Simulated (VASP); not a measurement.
Here is the system:

```
AuCu
1.0
    2.85727     0.00000     0.00000
    0.00000     2.85727     0.00000
    0.00000     0.00000     3.55836
Cu Au
1 1
Direct
  0.00000   0.00000   0.00000
  0.50000   0.50000   0.50000
```

Calculation: TPSS meta-GGA, VASP's PBE PAW potentials (set 64) (plane waves; VASP 6.6.1). Numerical set-up: 520 eV cut-off, 14×14×12 Γ-centred mesh, tetrahedra with Blöchl corrections, potentials Cu Au.

Unless said otherwise, spin-orbit coupling is left out, though it shifts the bands of the heavy elements here.

Problem. Predict the energy per atom (σ→0), band gap (over mesh and band path) with the smallest direct gap where there is one.

Solution. 
```json
{
  "band gap (over mesh and band path)": "none (metal, semimetal or under 0.01 eV)",
  "energy per atom (σ→0)": "-7638 meV/atom"
}
```

The compound is CuAu in the L1_0 structure. It was relaxed first.
